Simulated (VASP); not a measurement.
Crystal: Ir.

```
Ir
1.0
     0.00000    1.91560    1.91560
     1.91560    0.00000    1.91560
     1.91560    1.91560    0.00000
Ir
1
Direct
  0.00000 0.00000 0.00000
```

```yaml
Program: VASP 6.6.1
Task: relaxation of cell and atoms
Functional: PBE
Potentials_or_basis: VASP PAW PBE potentials, release 64 (Ir)
Cutoff: 600 eV
k_mesh: 18 × 18 × 18
Occupations: gaussian, width 0.1 eV
Spin: no spin polarisation
```

At the start: pressure 12.3 GPa; volume 14.06 Å³/atom.

Where does the relaxation end?

Over 4 steps the energy falls by 17.1 meV/atom and the volume is 14.52 Å³/atom (+3.3 %); space group Fm-3m (No. 225, to 0.05 Å).

Step by step:
| step | energy change (eV) | largest force (eV/Å) | pressure (GPa) | volume (Å³) |
| --- | --- | --- | --- | --- |
| 1 | 0.0000 | 0.0000 | 12.27 | 14.06 |
| 2 | 0.1827 | 0.0000 | -30.61 | 16.37 |
| 3 | -0.0170 | 0.0000 | -0.69 | 14.55 |
| 4 | -0.0171 | 0.0000 | 0.04 | 14.52 |

Final structure:
```
CELL_PARAMETERS angstrom
0.00000 1.93630 1.93630
1.93630 0.00000 1.93630
1.93630 1.93630 0.00000
ATOMIC_POSITIONS crystal
Ir 0.00000 0.00000 0.00000
```
